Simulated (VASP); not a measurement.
An input for Ansatz (written as the equivalent of a VASP run, and not itself run):

Ansatz 0.2 input:
```yaml
crystal:
  lattice:
    - [0.0000000, 3.0037082, 3.0037082]
    - [3.0037082, 0.0000000, 3.0037082]
    - [3.0037082, 3.0037082, 0.0000000]
  atoms:
    - { symbol: Ta, position: [0.7500000, 0.7500000, 0.7500000] }
    - { symbol: Ta, position: [0.5000000, 0.5000000, 0.5000000] }
kpoints:
  mp_grid: { grid: [12, 12, 12] }
hamiltonian:
  xc: pbesol
  pseudopotentials: { kind: paw }
scf:
  occupations: { method: tetrahedron }
  max_iter: 100
output: { forces: true, stress: true, eigenvalues: true }
```

Write the VASP files for the same calculation (PBEsol).

This is not unique; one that fits is 
File POSCAR:
```
Ta
1
    0.0000000000     3.0037082306     3.0037082306
    3.0037082306     0.0000000000     3.0037082306
    3.0037082306     3.0037082306     0.0000000000
Ta
2
Direct
  0.7500000000   0.7500000000   0.7500000000
  0.5000000000   0.5000000000   0.5000000000
```

### INCAR
```
ISMEAR = -5
NELM = 100   ! most electronic steps
SYSTEM = Ta
PREC = Accurate
LCHARG = .True.
EDIFF = 1E-7   ! SCF stop (eV)
GGA = PS   ! PBEsol
LORBIT = 11   ! lm-projected
LWAVE = .False.
LASPH = .True.   ! aspherical one-centre terms
ALGO = Normal
LREAL = .False.
ISIF = 2
NEDOS = 601
ENCUT = 400
LMAXMIX = 6   ! l cut-off of mixed one-centre charges
```

KPOINTS:
```
Automatic mesh
0
gamma
12 12 12
```

POTCAR, in this order: Ta_pv (PBE.64 set). Program: vasp_std.

Limits of the translation: each code has its own PAW files, so the cut-off isn't converted (ENCUT is set for VASP's; basis.ecutwfc is left out, and Ansatz then takes the one that its files recommend); Ansatz stops its SCF on the density residual and VASP on the energy change (EDIFF).

The structure was generated: Ta was put into the diamond type (Fd-3m), which need not be its known phase. It was relaxed first, which changed the volume by +6 %.
